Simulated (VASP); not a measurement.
An input for Quantum ESPRESSO's pw.x (written as the equivalent of a VASP run, and not itself run):

```
&CONTROL
  calculation = 'vc-relax'
  pseudo_dir = './pseudo'
  outdir = './out'
  tprnfor = .true.
  tstress = .true.
  nstep = 30
  forc_conv_thr = 0.00039
/
&SYSTEM
  ibrav = 0
  nat = 5
  ntyp = 2
  ecutwfc = 84
  occupations = 'smearing'
  smearing = 'gaussian'
  degauss = 0.003675
  input_dft = 'vdw-df2'
/
&ELECTRONS
  conv_thr = 7.3e-09
  electron_maxstep = 100
/
&IONS
/
&CELL
  cell_dofree = 'shape'
/
ATOMIC_SPECIES
  Mg 24.305 Mg.upf
  Sb 121.760 Sb.upf
CELL_PARAMETERS angstrom
     2.3367718   -4.0474077    0.0000000
     2.3367718    4.0474077    0.0000000
     0.0000000    0.0000000    7.5047624
ATOMIC_POSITIONS crystal
  Mg   0.0000000  0.0000000  0.0000000
  Mg   0.3333330  0.6666670  0.6311496
  Mg   0.6666670  0.3333330  0.3688504
  Sb   0.3333330  0.6666670  0.2316528
  Sb   0.6666670  0.3333330  0.7683472
K_POINTS automatic
  6 6 3 0 0 0
```

Task: Translate this input to VASP (INCAR, KPOINTS, POSCAR, choice of POTCAR).

Result: One answer among several that fit: 
**POSCAR**
```
Mg3Sb2
1
    2.3367718139    -4.0474076778     0.0000000000
    2.3367718139     4.0474076778     0.0000000000
    0.0000000000     0.0000000000     7.5047623586
Mg Sb
3 2
Direct
  0.0000000000   0.0000000000   0.0000000000
  0.3333330000   0.6666670000   0.6311496480
  0.6666670000   0.3333330000   0.3688503520
  0.3333330000   0.6666670000   0.2316527614
  0.6666670000   0.3333330000   0.7683472386
```

INCAR:
```
SYSTEM = Mg3Sb2
PREC = Accurate
ENCUT = 520
EDIFF = 1E-7
NELM = 100
ALGO = Normal
LREAL = .FALSE.
LASPH = .TRUE.
ISMEAR = 0
SIGMA = 0.05
GGA = ML
ZAB_VDW = -1.8867
LUSE_VDW = .TRUE.
AGGAC = 0.0
LMAXMIX = 4
LWAVE = .FALSE.
LCHARG = .FALSE.
ISIF = 4
IBRION = 2
NSW = 30
EDIFFG = -0.01
```

### KPOINTS
```
kpoints
0
gamma
6 6 3
0 0 0
```

POTCAR, in this order: Mg Sb (PBE.64 set). Program: vasp_std.

What does not carry over: the potentials are each code's own (VASP's PAW set, PseudoDojo norm-conserving files in pw.x), so ENCUT and ecutwfc are chosen apart and not converted; conv_thr bounds pw.x's estimated SCF error, while EDIFF bounds the energy change between steps; forc_conv_thr acts on force components and is met together with etot_conv_thr.

The compound is Mg3Sb2 in the a-la2o3 structure. This run relaxes it. Symmetry was kept, so distortions that lower it aren't found.
